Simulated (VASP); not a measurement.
Given:

```yaml
crystal:
  lattice:
    - [2.11970, 1.22381, 7.38123]
    - [-2.11970, 1.22381, 7.38123]
    - [0.00000, -2.44762, 7.38123]
  atoms:
    - { symbol: Tl, position: [0.50000, 0.50000, 0.50000] }
    - { symbol: Bi, position: [0.00000, 0.00000, 0.00000] }
    - { symbol: Se, position: [0.74111, 0.74111, 0.74111] }
    - { symbol: Se, position: [0.25889, 0.25889, 0.25889] }
```

The numbers are results of PBEsol GGA, VASP's PBE PAW potentials (set 64) (plane waves; VASP), not measurements. Numerical set-up: 400 eV cut-off, 7×7×7 Γ-centred mesh, tetrahedra with Blöchl corrections, potentials Tl_d Bi_d Se.

The cores are frozen, which limits the accuracy of field gradients.

Problem. Give the principal components of the electric field gradient (V/Å²) and the asymmetry η at each nucleus.

Solution. 
| atom | Vxx | Vyy | Vzz | η |
|---|---|---|---|---|
| Tl1 | 23.4 | 23.4 | -46.8 | 0.00 |
| Bi2 | 11.7 | 11.7 | -23.3 | 0.00 |
| Se3 | -0.5 | -0.5 | 0.9 | 0.00 |
| Se4 | -0.5 | -0.5 | 0.9 | 0.00 |

The structure comes from a computed database's TlBiSe2 entry (R-3m); how it stands against other phases isn't given here. It was relaxed first.
